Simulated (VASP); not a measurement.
An input for Ansatz (written as the equivalent of a VASP run, and not itself run):

Ansatz 0.2 input:
```yaml
crystal:
  lattice:
    - [2.6921230, 0.0000000, 0.0000000]
    - [0.0000000, 2.6921230, 0.0000000]
    - [0.0000000, 0.0000000, 2.6921230]
  atoms:
    - { symbol: Ir, position: [0.0020090, 0.0005790, -0.0130090] }
    - { symbol: B, position: [0.4979910, 0.4994210, 0.5130090] }
kpoints:
  mp_grid: { grid: [6, 6, 6] }
hamiltonian:
  xc: pbe
  pseudopotentials: { kind: paw }
magnetization: { noncollinear: true, spin_orbit: true }
scf:
  occupations: { method: gaussian, width: 0.272 }
  max_iter: 100
output: { forces: true, stress: true, eigenvalues: true }
```

Question: Translate this input to VASP (INCAR, KPOINTS, POSCAR, choice of POTCAR).

Answer: One answer among several that fit: 
**INCAR**
```
# general
SYSTEM        = BIr
PREC          = Accurate
ENCUT         = 400
LREAL         = .FALSE.
LASPH         = .TRUE.

# electronic loop
EDIFF         = 1E-6
NELM          = 100
ALGO          = Normal
LMAXMIX       = 6

# smearing
ISMEAR        = 0
SIGMA         = 0.272

# functional
GGA           = PE
GGA_COMPAT    = .FALSE.

# spin
MAGMOM        = 6*0.0
LSORBIT       = .TRUE.
LNONCOLLINEAR = .TRUE.

# ions
ISIF          = 2

# output
LWAVE         = .FALSE.
LCHARG        = .FALSE.
LORBIT        = 11
```

POSCAR:
```
BIr
5.3842460
  0.5000000000   0.0000000000   0.0000000000
  0.0000000000   0.5000000000   0.0000000000
  0.0000000000   0.0000000000   0.5000000000
Ir B
1 1
Cartesian
  0.0010045000   0.0002895000  -0.0065045000
  0.2489955000   0.2497105000   0.2565045000
```

KPOINTS:
```
Automatic
0
gamma
 6 6 6
```

POTCAR, in this order: Ir B (PBE.64 set). Program: vasp_ncl.

Limits of the translation: each code has its own PAW files, so the cut-off isn't converted (ENCUT is set for VASP's; basis.ecutwfc is left out, and Ansatz then takes the one that its files recommend); Ansatz stops its SCF on the density residual and VASP on the energy change (EDIFF).

The structure was generated: BIr was put into an ordered model structure, which need not be its known phase. The cell was not relaxed at this level, atoms are displaced from their ideal sites. The k-mesh is coarse (spacing up to 0.39 per Å, 2π included), so the numbers may not be converged in it. The run is one of a series of settings (GGA_COMPAT = .FALSE., LNONCOLLINEAR = .TRUE., LSORBIT = .TRUE., MAGMOM = 0.0 0.0 0.0 0.0 0.0 0.0, program vasp_ncl against the base run), some of them coarse on purpose.
